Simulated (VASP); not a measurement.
Consider the following.

```
IrMo
1.0
    4.41163     0.00000     0.00000
    0.00000     2.75029     0.00000
    0.00000     0.00000     4.79161
Mo Ir
2 2
Cartesian
  1.10291   2.75029   3.97383
  3.30872   2.75029   0.81778
  1.10291   1.37514   1.55353
  3.30872   1.37514   3.23808
```

These are PBEsol GGA, VASP's PBE PAW potentials (set 64) (plane waves; VASP 6.6.1) values and carry that method's errors. Settings: 400 eV cut-off, 8×12×7 Γ-centred mesh, tetrahedra with Blöchl corrections, potentials Mo_sv Ir.

Task: The job: MoIr (space group Pmma), 4 atoms, PBEsol, static run, 400 eV, 8×12×7 Γ-centred mesh. Roughly how much core time does it take on a busy server core?

Result: About 4 core-minutes (one run on a shared machine, a rough figure). It had 140 irreducible k-points, 27 bands, up to 1076 plane waves and 17 electronic steps.

The structure comes from a computed database's MoIr entry (Pmma); how it stands against other phases isn't given here. It was relaxed first.
